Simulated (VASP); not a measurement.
The system is ZrAl3B3N.

```
Zr Al B N
1.0
     3.15908    0.00000    0.00000
     0.00000    3.15908    0.00000
     0.00000    0.00000    9.08993
Zr Al B N
1 3 3 1
Direct
  0.00000 0.00000 0.50000
  0.50000 0.50000 0.75442
  0.00000 0.00000 0.00000
  0.50000 0.50000 0.24558
  0.00000 0.00000 0.74999
  0.50000 0.50000 0.00000
  0.00000 0.00000 0.25001
  0.50000 0.50000 0.50000
```

The cell was built by a generator and needn't be a form met in nature.

- Program: VASP 6.6.1
- Task: relaxation of cell and atoms
- Functional: PBE
- Potentials or basis: VASP PAW PBE potentials, release 64 (Zr_sv, Al, B, N)
- Cutoff: 520 eV
- k mesh: 4 × 4 × 2
- Occupations: gaussian, width 0.15 eV
- Spin: no spin polarisation

At the start: pressure 7.9 GPa; volume 11.34 Å³/atom.

Problem. Where does the relaxation end?

Solution. Over 4 steps the energy falls by 32.5 meV/atom and the volume is 11.89 Å³/atom (+4.8 %); space group P4/mmm (No. 123, to 0.05 Å).

The path:
```
step  energy change (eV)  largest force (eV/Å)  pressure (GPa)  volume (Å³)
   1              0.0000                1.3368            7.93        90.72
   2             -0.2135                0.0943           -4.62        98.26
   3             -0.2378                0.2999           -1.96        96.34
   4             -0.2598                0.0222            0.38        95.11
```

Final structure:
```cif
data_structure
_symmetry_space_group_name_H-M 'P 1'
_symmetry_Int_Tables_number 1
_cell_length_a 3.1732
_cell_length_b 3.1732
_cell_length_c 9.4459
_cell_angle_alpha 90.000
_cell_angle_beta 90.000
_cell_angle_gamma 90.000
_cell_volume 95.11
loop_
_atom_site_label
_atom_site_type_symbol
_atom_site_fract_x
_atom_site_fract_y
_atom_site_fract_z
_atom_site_occupancy
Zr1 Zr 0.00000 0.00000 0.50000 1
Al1 Al 0.50000 0.50000 0.75054 1
Al2 Al 0.00000 0.00000 0.00000 1
Al3 Al 0.50000 0.50000 0.24946 1
B1 B 0.00000 0.00000 0.75748 1
B2 B 0.50000 0.50000 0.00000 1
B3 B 0.00000 0.00000 0.24252 1
N1 N 0.50000 0.50000 0.50000 1
```

Caveat: the k mesh is coarse (spacing up to 0.50 Å⁻¹), so the values aren't converged; the relaxation stopped at a loose force limit of 0.08 eV/Å, so its end isn't a converged minimum.
